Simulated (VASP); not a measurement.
A VASP calculation is set up with these files.

### KPOINTS
```
Automatic mesh
0
Gamma
7 7 7
```

INCAR:
```
SYSTEM = Al3Sc
SIGMA = 0.1
ISIF = 3   # ions, shape and volume
LCHARG = .FALSE.
LASPH = .TRUE.
GGA = PS   # PBEsol
EDIFFG = -0.02   # ionic stop
EDIFF = 1E-6
LWAVE = .FALSE.
PREC = Accurate
ALGO = Normal
IBRION = 2   # conjugate gradients
NELM = 100   # most electronic steps
LMAXMIX = 4
ENCUT = 480   # plane-wave cut-off (eV)
NSW = 60
LREAL = .FALSE.
ISMEAR = 1
```

### POSCAR
```
Al3Sc
1
    4.0713320499     0.0000000000    -0.0000000000
   -0.0000000000     4.0713320499    -0.0000000000
    0.0000000000     0.0000000000     4.0713320499
Sc Al
1 3
Direct
  0.0000000000   0.0000000000   0.0000000000
  0.0000000000   0.5000000000   0.5000000000
  0.5000000000   0.0000000000   0.5000000000
  0.5000000000   0.5000000000   0.0000000000
```

POTCAR, in this order: Sc_sv Al (PBE.64 set). Program: vasp_std.

Question: Translate this PBEsol calculation to Quantum ESPRESSO's pw.x.

Answer: One equivalent input (not run):
```
&CONTROL
  calculation = 'vc-relax'
  pseudo_dir = './pseudo'
  outdir = './out'
  tprnfor = .true.
  tstress = .true.
  nstep = 60
  forc_conv_thr = 0.00078
/
&SYSTEM
  ibrav = 0
  nat = 4
  ntyp = 2
  ecutwfc = 78
  occupations = 'smearing'
  smearing = 'methfessel-paxton'
  degauss = 0.00735
  input_dft = 'pbesol'
/
&ELECTRONS
  conv_thr = 7.3e-08
  electron_maxstep = 100
/
&IONS
/
&CELL
/
ATOMIC_SPECIES
  Sc 44.956 Sc.upf
  Al 26.982 Al.upf
CELL_PARAMETERS angstrom
     4.0713320    0.0000000   -0.0000000
    -0.0000000    4.0713320   -0.0000000
     0.0000000    0.0000000    4.0713320
ATOMIC_POSITIONS crystal
  Sc   0.0000000  0.0000000  0.0000000
  Al   0.0000000  0.5000000  0.5000000
  Al   0.5000000  0.0000000  0.5000000
  Al   0.5000000  0.5000000  0.0000000
K_POINTS automatic
  7 7 7 0 0 0
```
Limits of the translation: the potentials are each code's own (VASP's PAW set, PseudoDojo norm-conserving files in pw.x), so ENCUT and ecutwfc are chosen apart and not converted; conv_thr bounds pw.x's estimated SCF error, while EDIFF bounds the energy change between steps; forc_conv_thr acts on force components and is met together with etot_conv_thr.

The compound is Al3Sc in the L1_2 structure. It was relaxed first. The start is the result of an earlier pass.
